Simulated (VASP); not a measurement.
A run of VASP 6.6.1 is set up as follows.

File INCAR:

```
SYSTEM = Te3As4
ALGO = Fast ; EDIFF = 1E-7
ENCUT = 520 ; GGA = PE
ISIF = 2 ; ISMEAR = 0
LASPH = .TRUE. ; LCHARG = .FALSE.
LREAL = .FALSE. ; LWAVE = .FALSE.
NBANDS = 28 ; NELM = 100
PREC = Accurate ; SIGMA = 0.1
```

The input KPOINTS:

```
k-points
0
G
  8 8 8
  0 0 0
```

The input POSCAR:

```
Te3As4
1.0
    5.8126026068      0.0000000000      0.0000000000
    0.0000000000      5.8126026068      0.0000000000
    0.0000000000      0.0000000000      5.8126026068
Te As
3 4
Direct
    0.0000000000      0.0000000000      0.5000000000
    0.5000000000      0.0000000000      0.0000000000
    0.0000000000      0.5000000000      0.0000000000
    0.3316562423      0.6683437577      0.3316562423
    0.6683437577      0.3316562423      0.3316562423
    0.3316562423      0.3316562423      0.6683437577
    0.6683437577      0.6683437577      0.6683437577
```

Potentials or basis: VASP PAW PBE potentials, release 64 (Te, As).

The run is started by

```console
$ cat potpaw_PBE.64/Te/POTCAR potpaw_PBE.64/As/POTCAR > POTCAR
$ mpirun -np 1 vasp_std > vasp.out
```

Question: Predict the largest force.

Answer: 0.006 eV/Å.

Question: What does it give for the pressure?

Answer: 0.0 GPa.

Forces on the atoms (eV/Å):
```
Te   0.000  0.000  0.000
Te   0.000  0.000  0.000
Te   0.000  0.000  0.000
As  -0.003  0.003 -0.003
As   0.003 -0.003 -0.003
As  -0.003 -0.003  0.003
As   0.003  0.003  0.003
```

The run has no spin-orbit coupling, so splittings on Te are missing.
